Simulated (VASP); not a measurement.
Output of a VASP run:

File OUTCAR:
```
 ion  position               nearest neighbor table
   1  0.500  0.500  0.500-   2 2.09   2 2.09   2 2.09   2 2.09   2 2.09   2 2.09
   2  0.000  0.000  0.000-   1 2.09   1 2.09   1 2.09   1 2.09   1 2.09   1 2.09
  LATTYP: Found a face centered cubic cell.
 ALAT       =     4.1838846712
 Subroutine PRICEL returns:
 Original cell was already a primitive cell.
 Subroutine GETGRP returns: Found 48 space group operations
The static configuration has the point symmetry O_h .
The dynamic configuration has the point symmetry O_h .
The overall configuration has the point symmetry O_h .
 Subroutine INISYM returns: Found 48 space group operations
 Subroutine IBZKPT returns following result:
 Found    165 irreducible k-points:

 Following reciprocal coordinates:
            Coordinates               Weight
  0.000000  0.000000  0.000000      1.000000
  0.058824  0.000000  0.000000      8.000000
  0.117647  0.000000  0.000000      8.000000
  0.176471  0.000000  0.000000      8.000000
  0.235294  0.000000  0.000000      8.000000
  0.294118  0.000000  0.000000      8.000000
  0.352941  0.000000  0.000000      8.000000
  0.411765  0.000000  0.000000      8.000000
  0.470588  0.000000  0.000000      8.000000
  0.058824  0.058824  0.000000      6.000000
  0.117647  0.058824  0.000000     24.000000
  0.176471  0.058824  0.000000     24.000000
  0.235294  0.058824  0.000000     24.000000
  0.294118  0.058824  0.000000     24.000000
  0.352941  0.058824  0.000000     24.000000
  0.411765  0.058824  0.000000     24.000000
  0.470588  0.058824  0.000000     24.000000
 -0.470588  0.058824  0.000000     24.000000
 -0.411765  0.058824  0.000000     24.000000
 -0.352941  0.058824  0.000000     24.000000
 -0.294118  0.058824  0.000000     24.000000
 -0.235294  0.058824  0.000000     24.000000
 -0.176471  0.058824  0.000000     24.000000
 -0.117647  0.058824  0.000000     24.000000
 -0.058824  0.058824  0.000000     12.000000
  0.117647  0.117647  0.000000      6.000000
  0.176471  0.117647  0.000000     24.000000
  0.235294  0.117647  0.000000     24.000000
  0.294118  0.117647  0.000000     24.000000
  0.352941  0.117647  0.000000     24.000000
  0.411765  0.117647  0.000000     24.000000
  0.470588  0.117647  0.000000     24.000000
 -0.470588  0.117647  0.000000     24.000000
 -0.411765  0.117647  0.000000     24.000000
 -0.352941  0.117647  0.000000     24.000000
 -0.294118  0.117647  0.000000     24.000000
 -0.235294  0.117647  0.000000     24.000000
 -0.176471  0.117647  0.000000     24.000000
 -0.117647  0.117647  0.000000     12.000000
  0.176471  0.176471  0.000000      6.000000
   k-points           NKPTS =    165   k-points in BZ     NKDIM =    165   number of bands    NBANDS=     13
   number of dos      NEDOS =    601   number of ions     NIONS =      2
   total plane-waves  NPLWV =  13824
   dimension x,y,z NGX =    24 NGY =   24 NGZ =   24
   dimension x,y,z NGXF=    48 NGYF=   48 NGZF=   48
   ions per type =               1   1
   PREC   = accura    normal or accurate (medium, high low for compatibility)
   ISTART =      0    job   : 0-new  1-cont  2-samecut
   ICHARG =      2    charge: 1-file 2-atom 10-const
   ISPIN  =      2    spin polarized calculation?
   LNONCOLLINEAR =      F non collinear calculations
   LSORBIT =      F    spin-orbit coupling
   INIWAV =      1    electr: 0-lowe 1-rand  2-diag
   ENCUT  =  520.0 eV  38.22 Ry    6.18 a.u.   5.50  5.50  5.50*2*pi/ulx,y,z
   NELM   =    100;   NELMIN=  2; NELMDL= -5     # of ELM steps
   EDIFF  = 0.1E-06   stopping-criterion for ELM
   LREAL  =      F    real-space projection
   NLSPLINE    = F    spline interpolate recip. space projectors
   LMAXMIX     =    4 max onsite mixed and CHGCAR
   VOSKOWN=      0    Vosko Wilk Nusair interpolation
   EDIFFG = 0.1E-05   stopping-criterion for IOM
   NSW    =      0    number of steps for IOM
   NBLOCK =      1;   KBLOCK =      1    inner block; outer block
...
```

OSZICAR:
```
       N       E                     dE             d eps       ncg     rms          rms(c)
DAV:   1     0.850470658515E+02    0.85047E+02   -0.78215E+03  8924   0.151E+03
DAV:   2    -0.834911197713E+01   -0.93396E+02   -0.82676E+02  9331   0.286E+02
DAV:   3    -0.136393969818E+02   -0.52903E+01   -0.51357E+01  9600   0.765E+01
DAV:   4    -0.136956844387E+02   -0.56287E-01   -0.56283E-01  9496   0.787E+00
DAV:   5    -0.136969126584E+02   -0.12282E-02   -0.12290E-02  9473   0.120E+00    0.153E+01
DAV:   6    -0.125762496228E+02    0.11207E+01   -0.19158E+01  9448   0.879E+01    0.185E+01
DAV:   7    -0.114837265430E+02    0.10925E+01   -0.57312E+00 10024   0.695E+01    0.623E+00
DAV:   8    -0.114788223851E+02    0.49042E-02   -0.38101E-01 10232   0.110E+01    0.404E+00
DAV:   9    -0.114731315885E+02    0.56908E-02   -0.67448E-02 12544   0.574E+00    0.109E+00
DAV:  10    -0.114738387867E+02   -0.70720E-03   -0.89317E-03  9080   0.105E+00    0.382E-01
DAV:  11    -0.114739998376E+02   -0.16105E-03   -0.10793E-03 11718   0.852E-01    0.155E-01
DAV:  12    -0.114741849054E+02   -0.18507E-03   -0.99531E-04 12278   0.790E-01    0.680E-02
DAV:  13    -0.114741498067E+02    0.35099E-04   -0.96693E-05 10844   0.162E-01    0.476E-02
DAV:  14    -0.114741436826E+02    0.61240E-05   -0.38974E-05 12489   0.108E-01    0.107E-02
DAV:  15    -0.114741291227E+02    0.14560E-04   -0.28477E-06 10764   0.239E-02    0.695E-03
DAV:  16    -0.114741167319E+02    0.12391E-04   -0.11314E-06 10864   0.316E-02    0.965E-04
DAV:  17    -0.114741153280E+02    0.14039E-05   -0.21530E-07  6455   0.672E-03    0.139E-03
DAV:  18    -0.114741163589E+02   -0.10309E-05   -0.18322E-08  4305   0.342E-03    0.846E-04
DAV:  19    -0.114741157889E+02    0.57005E-06   -0.18258E-08  4305   0.145E-03    0.228E-04
DAV:  20    -0.114741159787E+02   -0.18977E-06   -0.12855E-09  4300   0.774E-04    0.109E-04
DAV:  21    -0.114741160167E+02   -0.38083E-07   -0.34475E-10  4305   0.275E-04
   1 F= -.12003427E+02 E0= -.12003427E+02  d E =0.000000E+00  mag=     1.7614
```

### OUTCAR
```
------------------------ aborting loop because EDIFF is reached ----------------------------------------
 Edisp (eV)   -0.52931
  FORCE on cell =-STRESS in cart. coord.  units (eV):
  Direction    XX          YY          ZZ          XY          YZ          ZX
  --------------------------------------------------------------------------------------
  Total       0.07122     0.07122     0.07122     0.00000     0.00000    -0.00000
  in kB       6.23243     6.23243     6.23243     0.00000     0.00000    -0.00000
  external pressure =        6.23 kB  Pullay stress =        0.00 kB
  volume of cell :       18.31
      direct lattice vectors                 reciprocal lattice vectors
     0.000000000  2.091942336  2.091942336    -0.239012324  0.239012324  0.239012324
     2.091942336  0.000000000  2.091942336     0.239012324 -0.239012324  0.239012324
     2.091942336  2.091942336  0.000000000     0.239012324  0.239012324 -0.239012324
 POSITION                                       TOTAL-FORCE (eV/Angst)
 -----------------------------------------------------------------------------------
      2.09194      2.09194      2.09194         0.000000     -0.000000      0.000000
      0.00000      0.00000      0.00000        -0.000000      0.000000     -0.000000
 -----------------------------------------------------------------------------------
    total drift:                                0.000000     -0.000000     -0.000000
  FREE ENERGIE OF THE ION-ELECTRON SYSTEM (eV)
  ---------------------------------------------------
  free  energy   TOTEN  =       -12.0034268294 eV

  energy  without entropy=      -12.0034268294  energy(sigma->0) =      -12.00342683

 total charge

# of ion       s       p       d       tot
------------------------------------------
    1        1.556   3.422   0.000   4.978
    2        0.330   0.401   8.243   8.974
--------------------------------------------------
tot          1.887   3.823   8.243  13.952

 magnetization (x)

# of ion       s       p       d       tot
------------------------------------------
    1        0.028   0.242   0.000   0.271
    2        0.012   0.015   1.420   1.447
--------------------------------------------------
tot          0.040   0.258   1.420   1.717
```
(Selected blocks of OUTCAR.)

### POSCAR
```
NiO
1
    0.0000000000     2.0919423356     2.0919423356
    2.0919423356    -0.0000000000     2.0919423356
    2.0919423356     2.0919423356    -0.0000000000
O Ni
1 1
Direct
  0.5000000000   0.5000000000   0.5000000000
  0.0000000000   0.0000000000   0.0000000000
```

Question: Reconstruct the remaining input files.

Answer: One answer among several that fit: the input of the run itself, PBE GGA with D3 dispersion (Becke-Johnson damping), plane waves, VASP's PBE PAW potentials (set 64).

**KPOINTS**
```
Automatic mesh
0
Gamma
17 17 17
0 0 0
```

INCAR:
```
ALGO  =  Normal
EDIFF  =  1E-7
ENCUT  =  520
GGA  =  PE
ISIF  =  2
ISMEAR  =  -5
ISPIN  =  2
IVDW  =  12
LASPH  =  .TRUE.
LCHARG  =  .TRUE.
LMAXMIX  =  4
LORBIT  =  11
LREAL  =  .FALSE.
LWAVE  =  .FALSE.
MAGMOM  =  0.3 1.4
NEDOS  =  601
NELM  =  100
PREC  =  Accurate
SYSTEM  =  NiO
```

POTCAR, in this order: O Ni (PBE.64 set). Program: vasp_std.

The moments were started parallel, and other spin orders were not tried in this run. For a metal the tetrahedron method with Blöchl corrections gives inexact stress and forces.

The structure comes from a measured NiO entry (Fm-3m) of the Crystallography Open Database, whose conditions weren't checked. It was relaxed first.
